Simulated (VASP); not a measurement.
CdF2 (fluorite), at 0.96 of the tabulated volume:

```yaml
crystal:
  lattice:
    - [0.00000, 2.65858, 2.65858]
    - [2.65858, 0.00000, 2.65858]
    - [2.65858, 2.65858, 0.00000]
  atoms:
    - { symbol: Cd, position: [0.00000, 0.00000, 0.00000] }
    - { symbol: F, position: [0.25000, 0.25000, 0.25000] }
    - { symbol: F, position: [0.75000, 0.75000, 0.75000] }
```

The lowest empty band near Γ, direction [111], from PBE with spin-orbit coupling in VASP (PAW); its two spin partners are averaged. The gap over the points computed is 3.21 eV, and the next band on that side lies 9.28 eV away at the edge.

Settings: 520 eV cut-off, 8×8×8 Γ-centred mesh, Gaussian smearing of 0.050 eV, potentials Cd F.

```tsv
distance from the edge in k (1/Å)	distance in energy (meV)
0.018	3.2
0.025	6.2
0.035	12.2
0.050	24.9
0.070	48.6
```

Q: Fit E(1 + αE) = ħ²k²/2m* (ħ²/2m0 = 3.810 eV Å²) and predict the row at 0.095 1/Å.

A: The rows don't resolve α, so a parabola serves: the electron mass is m* = 0.384 m0, and so 89.6 meV. The run gave 88.9 meV, -0.7 meV from the fit.

Left out are points under 3 meV from the edge, since the levels carry 0.1 meV, and points farther than half the way to the next band.

The compound is CdF2 in the fluorite structure. The cell was not relaxed at this level.
